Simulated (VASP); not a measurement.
All values below come from PBEsol GGA, VASP's PBE PAW potentials (set 64) (plane waves; VASP).

VASP ran on this input.

### KPOINTS
```
Automatic mesh
0
Gamma
10 10 10
0 0 0
```

**INCAR**
```
! general
SYSTEM  =  LiH
PREC    =  Accurate
ENCUT   =  600
LREAL   =  .FALSE.
LASPH   =  .TRUE.

! electronic loop
EDIFF   =  1E-7
NELM    =  100
ALGO    =  Normal

! smearing
ISMEAR  =  0
SIGMA   =  0.05

! functional
GGA     =  PS

! ions
ISIF    =  2

! output
LWAVE   =  .FALSE.
LCHARG  =  .FALSE.
```

POSCAR:
```
LiH
1
    0.0000000000     1.9879338360     1.9879338360
    1.9879338360     0.0000000000     1.9879338360
    1.9879338360     1.9879338360     0.0000000000
Li H
1 1
Direct
  0.0000000000   0.0000000000   0.0000000000
  0.5000000000   0.5000000000   0.5000000000
```

POTCAR, in this order: Li_sv H (PBE.64 set). Program: vasp_std.

What VASP printed:

**OSZICAR**
```
       N       E                     dE             d eps       ncg     rms          rms(c)
DAV:   1    -0.142196104692E+01   -0.14220E+01   -0.14989E+03   576   0.665E+02
DAV:   2    -0.622650977883E+01   -0.48045E+01   -0.46499E+01   822   0.665E+01
DAV:   3    -0.634613383017E+01   -0.11962E+00   -0.11962E+00   660   0.913E+00
DAV:   4    -0.634694118571E+01   -0.80736E-03   -0.80736E-03   786   0.726E-01
DAV:   5    -0.634694372541E+01   -0.25397E-05   -0.25397E-05   696   0.396E-02    0.271E+00
DAV:   6    -0.617697390086E+01    0.16997E+00   -0.14732E-01   678   0.173E+00    0.135E+00
DAV:   7    -0.612004578074E+01    0.56928E-01   -0.18539E-01   714   0.217E+00    0.203E-01
DAV:   8    -0.612135051549E+01   -0.13047E-02   -0.54259E-03   636   0.684E-01    0.370E-02
DAV:   9    -0.612132357408E+01    0.26941E-04   -0.23340E-04   852   0.876E-02    0.121E-02
DAV:  10    -0.612132333496E+01    0.23912E-06   -0.59838E-06   600   0.246E-02    0.226E-03
DAV:  11    -0.612132280821E+01    0.52675E-06   -0.39518E-07   762   0.774E-03    0.943E-04
DAV:  12    -0.612132209441E+01    0.71380E-06   -0.29142E-08   336   0.165E-03    0.134E-03
DAV:  13    -0.612132246944E+01   -0.37503E-06   -0.19048E-08   402   0.175E-03    0.101E-04
DAV:  14    -0.612132248640E+01   -0.16963E-07   -0.14445E-09   282   0.466E-04
   1 F= -.61213225E+01 E0= -.61213225E+01  d E =-.465294E-11
```

**OUTCAR**
```
------------------------ aborting loop because EDIFF is reached ----------------------------------------
  FORCE on cell =-STRESS in cart. coord.  units (eV):
  Direction    XX          YY          ZZ          XY          YZ          ZX
  --------------------------------------------------------------------------------------
  Total       -0.0032828     -0.0032828     -0.0032828     -0.0000000      0.0000000     -0.0000000
  in kB       -0.3347508     -0.3347508     -0.3347508     -0.0000000      0.0000000     -0.0000000
  external PRESSURE =      -0.3347508 kB  Pullay stress =       0.0000000 kB
  volume of cell :       15.71
      direct lattice vectors                 reciprocal lattice vectors
     0.000000000  1.987933836  1.987933836    -0.251517425  0.251517425  0.251517425
     1.987933836  0.000000000  1.987933836     0.251517425 -0.251517425  0.251517425
     1.987933836  1.987933836  0.000000000     0.251517425  0.251517425 -0.251517425
  FREE ENERGIE OF THE ION-ELECTRON SYSTEM (eV)
  ---------------------------------------------------
  free  energy   TOTEN  =        -6.1213224864 eV

  energy  without entropy=       -6.1213224864  energy(sigma->0) =       -6.12132249
```
(Selected blocks of OUTCAR.)

The compound is LiH in the rock salt structure. It was relaxed first, which changed the volume by -7 %.
